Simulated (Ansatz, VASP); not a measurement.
## LaNi2B2C (I4/mmm, 6 atoms in the cell) computed with different codes at matched settings

Self-consistent single point.

```
CELL_PARAMETERS angstrom
     -1.88921     1.88921     4.90920
      1.88921    -1.88921     4.90920
      1.88921     1.88921    -4.90920
ATOMIC_POSITIONS crystal
  La 0.00000 0.00000 0.00000
  Ni 0.75000 0.25000 0.50000
  Ni 0.25000 0.75000 0.50000
  B  0.34813 0.34813 0.00000
  B  0.65187 0.65187 0.00000
  C  0.50000 0.50000 0.00000
```

Shared settings, as Ansatz (an electronic-structure program) writes them: kpoints.mp_grid.grid = 8 8 8; magnetization.spin_orbit = true; scf.occupations.method = fermi_dirac; scf.occupations.width = 0.1 eV. Potentials and cutoffs stand in the table.

| code | model | pressure (GPa) | largest force (eV/Å) | cutoff |
|---|---|---|---|---|
| Ansatz | LDA (PW92) with spin-orbit coupling, PAW files made with PBE | -8.87 | 0.042 | default |
| VASP | LDA (PZ), spin-orbit coupling, VASP's LDA PAW potentials (set 64) | -9.14 | 0.043 | 400 eV |

The spread over the programs that give each value: pressure within 0.27 GPa; largest force within 0.001 eV/Å.

Ansatz's pressure is given at a fixed set of plane waves, as the other plane-wave codes print theirs; with its correction for the finite basis it is -8.72 GPa. The same LDA comes in different parametrisations, which differ slightly.

VASP's run is marked for a possible Pulay error in its stress at this cutoff; no cutoff test was made.

The starting cell comes from a database of computed structures (which also holds hypothetical and non-ambient phases and stackings), without a prior relaxation at this level.

Left out of this page: Elk (not drawn, or without a comparable value).

Keys are those of Ansatz 0.2.
